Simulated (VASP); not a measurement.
# ZnO: transverse stress against strain

ZnO (wurtzite, P6_3mc, 11.857 Å³/atom and stress up to 0.19 GPa in the relaxed cell, c along z) under an equal strain ε along x and y, with z held. PBEsol in VASP (plane waves, PAW), 600 eV, 12×12×6 Γ-centred mesh, Gaussian smearing 0.05 eV; ions are relaxed, or left where forces stay under 0.02 eV/Å, within the symmetry of each cell. Stress is positive for a compressed cell.

Here s stands for strain and y for stress zz.

```
strain (%)  stress zz (GPa)
----------  ---------------
-3.00                     ?
-1.50                  3.52
-1.00                  2.24
-0.50                  1.02
0.00                  -0.04
0.50                  -1.15
1.00                  -2.15
1.50                  -3.08
```

Problem. Fit y against s with a straight line, and predict the withheld value at s = -3.00.

Solution. Means: s 0, y 0.051. About the means, the sum of products is -15.375 and the sum of squares of s is 7.0000; the slope is their ratio. Least squares gives y = 0.051 - 2.1964·s. Residuals (row less fit): 0.174, -0.007, -0.129, -0.091, -0.103, -0.005, 0.164; standard error 0.136 (degrees of freedom: 5). The slope gives the elastic constant 2C13 = 220 ± 5 GPa (± standard error of the fit, which holds the terms cut off). At the withheld row, y = 0.051 - 2.1964 × (-3.0) = 6.640 GPa. The calculation gives 7.93 GPa, 1.290 GPa above the prediction (11.7 % of the range of y in the table). The row lies outside the fitted rows, so this is an extrapolation. From the scatter of the fitted rows alone, a prediction at this place has a standard error of 0.212 GPa, so the miss is 6.1 times that.

A polynomial of degree 2 through the 12 other runs of the series gives 7.82 there, so most of the miss is curvature that the fit leaves out. Rows are the converged runs of the series near zero and its far end; series whose fitted rows scatter by over a few per cent of the range, as at a crossing or softening among them, aren't shown in this form, nor equations of state whose B0' disagrees with the runs' pressures. Most that stay on the fit to the last digits aren't either.
